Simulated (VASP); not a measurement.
# Fe2O3 (R-3c) in VASP: a series of runs, part 3 of 3

VASP 6.6.1. The steps go on from the part before.

## 4. Band structure, PBE+U, collinear spin, ferromagnetic start

This run uses another cell than the first one, of 10.42 Å³/atom, 1.033 times its volume.

INCAR reads:

```
PREC = Accurate
ENCUT = 520
EDIFF = 1E-7
ISMEAR = 1
SIGMA = 0.1
LREAL = False
LASPH = True
NELM = 150
ALGO = Normal
ISIF = 2
LWAVE = False
LCHARG = False
ISPIN = 2
MAGMOM = 4 4 4 4 0 0 0 0 0 0
LORBIT = 11
LMAXMIX = 4
LDAU = True
LDAUTYPE = 2
LDAUL = 2 -1
LDAUU = 5.3 0
LDAUJ = 0 0
LDAUPRINT = 1
GGA = PE
NBANDS = 49
AMIX = 0.2
BMIX = 1E-4
AMIX_MAG = 0.8
BMIX_MAG = 1E-4
ICORELEVEL = 1
LUSENCCL = False
```

KPOINTS reads:

```
Automatic mesh
0
Gamma
  9 9 9
```

POSCAR reads:

```
Fe2O3                                   
1.0
    2.5536548571      1.4743533212      4.6126343148
   -2.5536548571      1.4743533212      4.6126343148
    0.0000000000     -2.9487066422      4.6126343148
  Fe              O             
     4     6
Direct
     0.3532743998980467    0.3532743998980467    0.3532743998980467
     0.1467256001019532    0.1467256001019532    0.1467256001019532
     0.6467256001019532    0.6467256001019532    0.6467256001019532
     0.8532743998980468    0.8532743998980468    0.8532743998980468
     0.5541573053129329    0.9458426946870671    0.2500000000000000
     0.2499999999999787    0.5541573053129045    0.9458426946871168
     0.9458426946870955    0.2500000000000213    0.5541573053128832
     0.4458426946870671    0.0541573053129329    0.7500000000000000
     0.7500000000000213    0.4458426946870955    0.0541573053128832
     0.0541573053129045    0.7499999999999787    0.4458426946871168
```

KPOINTS_OPT reads:

```
explicit points
143
Reciprocal
 0.0000000000  0.0000000000  0.0000000000 1
 0.0357142857  0.0000000000  0.0000000000 1
 0.0714285714  0.0000000000  0.0000000000 1
 0.1071428571  0.0000000000  0.0000000000 1
 0.1428571429  0.0000000000  0.0000000000 1
 0.1785714286  0.0000000000  0.0000000000 1
[... 135 lines left out ...]
 0.6332115686  0.6332115686  0.2335768628 1
 0.6332115686  0.3667884314  0.0000000000 1
```

Potentials or basis: VASP PAW PBE potentials, release 64 (Fe, O).

Run with:

```sh
cat potpaw_PBE.64/Fe/POTCAR potpaw_PBE.64/O/POTCAR > POTCAR
mpirun -np 1 vasp_std > vasp.out
```

OUTCAR:

```text
PREC = Accurate
   ENCUT = 520
   EDIFF = 1E-7
   ISMEAR = 1
   LREAL = False
   LASPH = True
   NELM = 150
   ISIF = 2
   ISPIN = 2
   LORBIT = 11
   GGA = PE
   AMIX = 0.2
   AMIX_MAG = 0.8

 ion  position               nearest neighbor table
   1  0.353  0.353  0.353-  10 1.99   8 1.99   9 1.99   5 2.11   6 2.11   7 2.11   2 2.86   3 3.00
                             3 3.00   3 3.00
   2  0.147  0.147  0.147-   9 1.99   8 1.99  10 1.99   5 2.11   7 2.11   6 2.11   1 2.86   4 3.00
                             4 3.00   4 3.00
   3  0.647  0.647  0.647-   7 1.99   5 1.99   6 1.99   8 2.11   9 2.11  10 2.11   4 2.86   1 3.00
                             1 3.00   1 3.00
   4  0.853  0.853  0.853-   6 1.99   5 1.99   7 1.99   8 2.11  10 2.11   9 2.11   3 2.86   2 3.00
                             2 3.00   2 3.00
   5  0.554  0.946  0.250-   3 1.99   4 1.99   1 2.11   2 2.11
   6  0.250  0.554  0.946-   4 1.99   3 1.99   1 2.11   2 2.11
   7  0.946  0.250  0.554-   3 1.99   4 1.99   2 2.11   1 2.11
   8  0.446  0.054  0.750-   1 1.99   2 1.99   3 2.11   4 2.11
   9  0.750  0.446  0.054-   2 1.99   1 1.99   3 2.11   4 2.11
  10  0.054  0.750  0.446-   1 1.99   2 1.99   4 2.11   3 2.11

  LATTYP: Found a trigonal (rhomboedric) cell.
 ALAT       =     5.4746019186
 COS(alpha) =     0.5648396632

  Lattice vectors:

 A1 = (   2.5536548571,   1.4743533212,   4.6126343148)
 A2 = (  -2.5536548571,   1.4743533212,   4.6126343148)
 A3 = (   0.0000000000,  -2.9487066422,   4.6126343148)

Analysis of symmetry for initial positions (statically):
=====================================================================
 Subroutine PRICEL returns:
 Original cell was already a primitive cell.

 Routine SETGRP: Setting up the symmetry group for a
 trigonal (rhombohedral) supercell.

 Subroutine GETGRP returns: Found 12 space group operations
[... 363 lines left out ...]
      1     -15.3815      1.00000
      2     -14.0610      1.00000
      3     -14.0610      1.00000
      4     -13.8975      1.00000
      5     -13.8933      1.00000
      6     -13.8933      1.00000
[... 2345 lines left out ...]
     45      12.0476      0.00000
     46      13.1450      0.00000

 [... further k-points ...]

 [bands above 46 left out]

------------------------ aborting loop because EDIFF is reached ----------------------------------------

  FORCE on cell =-STRESS in cart. coord.  units (eV):
  Direction    XX          YY          ZZ          XY          YZ          ZX
  --------------------------------------------------------------------------------------
  -------------------------------------------------------------------------------------
  Total        0.1639926      0.1639926      0.1772035      0.0000000      0.0000000      0.0000000
  in kB        2.5215689      2.5215689      2.7247012      0.0000000      0.0000000      0.0000000
  external PRESSURE =       2.5892797 kB  Pullay stress =       0.0000000 kB

 VOLUME and BASIS-vectors are now :
 -----------------------------------------------------------------------------
  energy-cutoff  :      520.00
  volume of cell :      104.20
      direct lattice vectors                 reciprocal lattice vectors
     2.553654857  1.474353321  4.612634315     0.195797799  0.113043912  0.072265285
    -2.553654857  1.474353321  4.612634315    -0.195797799  0.113043912  0.072265285
     0.000000000 -2.948706642  4.612634315     0.000000000 -0.226087823  0.072265285

 POSITION                                       TOTAL-FORCE (eV/Angst)
 -----------------------------------------------------------------------------------
      0.00000      0.00000      4.88858         0.000000     -0.000000     -0.004338
      0.00000      0.00000      2.03037         0.000000      0.000000      0.004338
      0.00000      0.00000      8.94933         0.000000      0.000000      0.004338
      0.00000      0.00000     11.80753         0.000000     -0.000000     -0.004338
     -1.00023      1.47435      8.07211        -0.000021     -0.000000     -0.000000
     -0.77671     -1.60340      8.07211         0.000011     -0.000018     -0.000000
      1.77694      0.12905      8.07211         0.000011      0.000018     -0.000000
      1.00023     -1.47435      5.76579         0.000021     -0.000000     -0.000000
      0.77671      1.60340      5.76579        -0.000011      0.000018      0.000000
     -1.77694     -0.12905      5.76579        -0.000011     -0.000018     -0.000000
 -----------------------------------------------------------------------------------
    total drift:                                0.000000      0.000000     -0.000000

  FREE ENERGIE OF THE ION-ELECTRON SYSTEM (eV)
  ---------------------------------------------------
  free  energy   TOTEN  =       -66.2013806068 eV

  energy  without entropy=      -66.2049249402  energy(sigma->0) =      -66.20256205

 total charge

# of ion       s       p       d       tot
------------------------------------------
    1        0.374   0.529   5.771   6.675
    2        0.374   0.529   5.771   6.675
    3        0.374   0.529   5.771   6.675
    4        0.374   0.529   5.771   6.675
    5        1.557   3.483   0.000   5.040
    6        1.557   3.483   0.000   5.040
    7        1.557   3.483   0.000   5.040
    8        1.557   3.483   0.000   5.040
    9        1.557   3.483   0.000   5.040
   10        1.557   3.483   0.000   5.040
--------------------------------------------------
tot         10.839  23.013  23.086  56.938

 magnetization (x)

# of ion       s       p       d       tot
------------------------------------------
    1        0.027   0.040   4.351   4.418
    2        0.027   0.040   4.351   4.418
    3        0.027   0.040   4.351   4.418
    4        0.027   0.040   4.351   4.418
    5        0.019   0.318   0.000   0.337
    6        0.019   0.318   0.000   0.337
    7        0.019   0.318   0.000   0.337
    8        0.019   0.318   0.000   0.337
    9        0.019   0.318   0.000   0.337
   10        0.019   0.318   0.000   0.337
--------------------------------------------------
tot          0.222   2.064  17.405  19.691
```

OSZICAR:

```text
N       E                     dE             d eps       ncg     rms          rms(c)
DAV:   1     0.820130501606E+03    0.82013E+03   -0.31199E+04 16660   0.164E+03
DAV:   2     0.610242771256E+02   -0.75911E+03   -0.68597E+03 17438   0.424E+02
[... 37 lines left out ...]
DAV:   1     0.672889536861E+05   -0.68449E+05    11368
DAV:   2     0.298241710533E+05   -0.37465E+05    11925
DAV:   3     0.241440269988E+05   -0.56801E+04    12752
DAV:   4     0.238352781890E+05   -0.30875E+03    13439
DAV:   5     0.238273561689E+05   -0.79220E+01    13575
DAV:   6     0.238270824402E+05   -0.27373E+00    13780
DAV:   7     0.238270703117E+05   -0.12128E-01    14020
DAV:   8     0.238270699064E+05   -0.40537E-03    14012
DAV:   9     0.238270698858E+05   -0.20601E-04    10417
DAV:  10     0.238270698847E+05   -0.10321E-05     9596
DAV:  11     0.238270698847E+05   -0.52063E-07     8334
```

stdout:

```text
Offloading initialized ...    1 GPUs detected
 POSCAR found type information on POSCAR FeO
 POSCAR found :  2 types and      10 ions
 scaLAPACK will be used selectively (only on CPU)
 LDA part: xc-table for (Slater+PW92), standard interpolation
 POSCAR, INCAR and KPOINTS ok, starting setup
 FFT: planning ... GRIDC
 FFT: planning ... GRID_SOFT
 FFT: planning ... GRID
 WAVECAR not read
 entering main loop
 Start KPOINTS_OPT (optional k-point list driver)
k-point batch [1-85\143]
k-point batch [86-143\143]
```

It took 63 min on 1 × NVIDIA H100 80GB with 1 thread of AMD EPYC 7R13 (Zen 3), shared host; peak memory 2.1 GiB.

Results:

- Free energy: -66.2014 eV
- Pressure: 0.3 GPa
- Largest force: 0.004 eV/Å
- Band gap on the k mesh: 1.66 eV, indirect (least direct gap 1.81 eV)
- Net moment: 20.00 μB per cell
- Site moments: Fe +4.42; O +0.34 μB
- Valence electrons inside the program's atomic spheres: Fe 6.67; O 5.04

Forces on the atoms (eV/Å):
```
Fe   0.000  0.000 -0.004
Fe   0.000  0.000  0.004
Fe   0.000  0.000  0.004
Fe   0.000  0.000 -0.004
O    0.000  0.000  0.000
O    0.000  0.000  0.000
O    0.000  0.000  0.000
O    0.000  0.000  0.000
O    0.000  0.000  0.000
O    0.000  0.000  0.000
```

Levels at the corners of the path, in eV from the valence-band top:
Spin up:
```csv
point,band 42,band 43,band 44,band 45,band 46,band 47
Γ,-0.39,0.00,0.00,4.36,8.23,10.28
L,-0.79,-0.25,-0.25,7.63,7.63,9.07
L,-0.79,-0.25,-0.25,7.63,7.63,9.07
B1,-0.44,-0.21,-0.21,8.42,8.42,8.65
B,-0.44,-0.21,-0.21,8.42,8.42,8.65
Z,-0.30,-0.30,-0.30,6.98,6.98,10.86
Z,-0.30,-0.30,-0.30,6.98,6.98,10.86
Γ,-0.39,0.00,0.00,4.36,8.23,10.28
Γ,-0.39,0.00,0.00,4.36,8.23,10.28
X,-0.33,-0.22,-0.14,8.21,8.27,8.31
Q,-0.33,-0.22,-0.14,8.21,8.27,8.31
F,-0.30,-0.13,-0.13,8.13,8.18,9.34
F,-0.30,-0.13,-0.13,8.13,8.18,9.34
P1,-0.41,-0.38,-0.16,8.35,8.37,8.51
P1,-0.41,-0.38,-0.16,8.35,8.37,8.51
Z,-0.30,-0.30,-0.30,6.98,6.98,10.86
L,-0.79,-0.25,-0.25,7.63,7.63,9.07
P,-0.41,-0.38,-0.16,8.35,8.37,8.51
```
Spin down:
```csv
point,band 22,band 23,band 24,band 25,band 26,band 27
Γ,-0.73,-0.73,-0.56,1.93,1.93,1.96
L,-1.66,-0.78,-0.78,1.86,1.86,2.24
L,-1.66,-0.78,-0.78,1.86,1.86,2.24
B1,-1.52,-1.01,-1.01,1.79,1.79,2.11
B,-1.52,-1.01,-1.01,1.79,1.79,2.11
Z,-1.32,-1.32,-1.32,2.18,2.18,2.18
Z,-1.32,-1.32,-1.32,2.18,2.18,2.18
Γ,-0.73,-0.73,-0.56,1.93,1.93,1.96
Γ,-0.73,-0.73,-0.56,1.93,1.93,1.96
X,-1.30,-1.19,-0.82,1.70,1.79,2.15
Q,-1.30,-1.19,-0.82,1.70,1.79,2.15
F,-1.55,-1.33,-0.88,1.84,1.85,1.92
F,-1.55,-1.33,-0.88,1.84,1.85,1.92
P1,-1.40,-1.37,-0.93,1.79,1.86,2.02
P1,-1.40,-1.37,-0.93,1.79,1.86,2.02
Z,-1.32,-1.32,-1.32,2.18,2.18,2.18
L,-1.66,-0.78,-0.78,1.86,1.86,2.24
P,-1.40,-1.37,-0.93,1.79,1.86,2.02
```

Eigenvalues of the final occupation matrices:
```csv
site,spin,trace,eigenvalues
site 1 d,1,5.08,0.99 0.99 0.99 1.06 1.06
site 1 d,2,0.72,0.06 0.06 0.07 0.27 0.27
site 2 d,1,5.08,0.99 0.99 0.99 1.06 1.06
site 2 d,2,0.72,0.06 0.06 0.07 0.27 0.27
site 3 d,1,5.08,0.99 0.99 0.99 1.06 1.06
site 3 d,2,0.72,0.06 0.06 0.07 0.27 0.27
site 4 d,1,5.08,0.99 0.99 0.99 1.06 1.06
site 4 d,2,0.72,0.06 0.06 0.07 0.27 0.27
```

Core levels (eV, on the scale of the bands):
```csv
atom,levels
1 Fe,"1s -6991.2, 2s -812.3, 2p -691.0, 3s -85.7, 3p -51.7"
2 Fe,"1s -6991.2, 2s -812.3, 2p -691.0, 3s -85.7, 3p -51.7"
3 Fe,"1s -6991.2, 2s -812.3, 2p -691.0, 3s -85.7, 3p -51.7"
4 Fe,"1s -6991.2, 2s -812.3, 2p -691.0, 3s -85.7, 3p -51.7"
5 O,1s -501.1
6 O,1s -501.1
```

Caveat: an odd mesh through Γ misses points on the zone boundary, where band edges often lie; only a ferromagnetic start was run, and an antiferromagnetic order may lie lower in energy.
